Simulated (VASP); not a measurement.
Here is the system:

```xyz
1
Lattice="0.0000 2.6404 2.6404 2.6404 0.0000 2.6404 2.6404 2.6404 0.0000" Properties=species:S:1:pos:R:3 pbc="T T T"
Yb     0.0000     0.0000     0.0000
```

Method: PBEsol GGA, VASP's PBE PAW potentials (set 64) (plane waves; VASP). Numerical set-up: 400 eV cut-off, 8×8×8 Γ-centred mesh, Gaussian smearing of 0.050 eV, potentials Yb_2.

The 4f electrons are frozen in the core of the lanthanide potential, so 4f levels, which can set the real gap, and their magnetism are missing.

**Question.** Estimate the energy per atom (σ→0).

**Answer.** 
energy per atom (σ→0): -1.759 eV/atom

Only differences to runs with the same potentials and settings are physical.

The compound is Yb in the fcc structure. It was relaxed first, which changed the volume by -11 %. The start is the result of an earlier pass.
